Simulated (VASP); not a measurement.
Input:

```xyz
9
Lattice="2.0528 -3.5556 0.0000 2.0528 3.5556 0.0000 0.0000 0.0000 4.9908" Properties=species:S:1:pos:R:3 pbc="T T T"
Si     2.9024    -2.0840     1.6636
Si     2.4063     0.0000     0.0000
Si     2.9024     2.0840     3.3272
O      1.4004     0.0330     1.2603
O      3.3768     1.1963     4.5875
O      1.3811    -2.3263     2.0670
O      3.3768    -1.1963     0.4034
O      1.4004    -0.0330     3.7306
O      1.3811     2.3263     2.9239
```

Level of theory: PBEsol GGA, VASP's PBE PAW potentials (set 64) (plane waves; VASP). Run with 620 eV cut-off, 6×6×5 Γ-centred mesh, Gaussian smearing of 0.050 eV, potentials Si O.

Task: Predict the energy per atom (σ→0), pressure, band gap (on the k-mesh) with the smallest direct gap where there is one.

Result: 
```
Item                                         Result
-----------------------------------  --------------
band gap (on the k-mesh)                    6.81 eV
smallest direct gap (on the k-mesh)         7.16 eV
energy per atom (σ→0)                -7.776 eV/atom
pressure                                  45.12 GPa
```

Only differences to runs with the same potentials and settings are physical.

The compound is SiO2 in the quartz structure. It was relaxed first under an external pressure of 45 GPa.
